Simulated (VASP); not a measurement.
```
CELL_PARAMETERS angstrom
      0.00000     2.87958     2.87958
      2.87958     0.00000     2.87958
      2.87958     2.87958     0.00000
ATOMIC_POSITIONS crystal
  Pb 0.00000 0.00000 0.00000
  S  0.50000 0.50000 0.50000
```

The numbers are results of PBEsol GGA, VASP's PBE PAW potentials (set 64) (plane waves; VASP), not measurements. Run with 500 eV cut-off, 8×8×8 Γ-centred mesh, Gaussian smearing of 0.050 eV, potentials Pb_d S.

Unless said otherwise, spin-orbit coupling is left out, though it shifts the bands of the heavy elements here.

Question: What does the run give for the energy per atom (σ→0), pressure, band gap (on the k-mesh) with the smallest direct gap where there is one?

Answer: 
```json
{
  "band gap (on the k-mesh)": "0.11 eV",
  "smallest direct gap (on the k-mesh)": "0.11 eV",
  "energy per atom (σ→0)": "-453.6 kJ/mol of atoms",
  "pressure": "4.93 GPa"
}
```

Total energies compare only between runs with the same potentials, cut-off and functional.

The structure was generated: PbS was put into the rock salt type (Fm-3m), which need not be its known phase. It was relaxed first under an external pressure of 5 GPa.
